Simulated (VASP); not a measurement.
Here is the system:

```
PtS
1.0
    3.70832     0.00000     0.00000
   -1.85416     3.21150     0.00000
    0.00000     0.00000     6.60271
Pt S
2 2
Direct
  0.33333   0.66667   0.00921
  0.66667   0.33333   0.50921
  0.33333   0.66667   0.36579
  0.66667   0.33333   0.86579
```

All values below come from PBE GGA, VASP's PBE PAW potentials (set 64) (plane waves; VASP 6.6.1). Run with 400 eV cut-off, 11×11×5 Γ-centred mesh, tetrahedra with Blöchl corrections, potentials Pt S.

For a metal the tetrahedron method with Blöchl corrections gives inexact stress and forces.

Which forces act on the atoms, in eV/Å?

```tsv
atom	Fx	Fy	Fz
Pt1	0.000	0.000	0.172
Pt2	0.000	0.000	0.172
S3	0.000	0.000	-0.172
S4	0.000	0.000	-0.172
```

Give the stress tensor in GPa (positive for a compressed cell).

```
-0.40   0.00   0.00
 0.00  -0.40   0.00
 0.00   0.00   0.68
```
The pressure is its mean diagonal, -0.04 GPa.

The structure was generated: PtS was put into the wurtzite type (P6_3mc), which need not be its known phase. It was relaxed first, which changed the volume by -9 %.
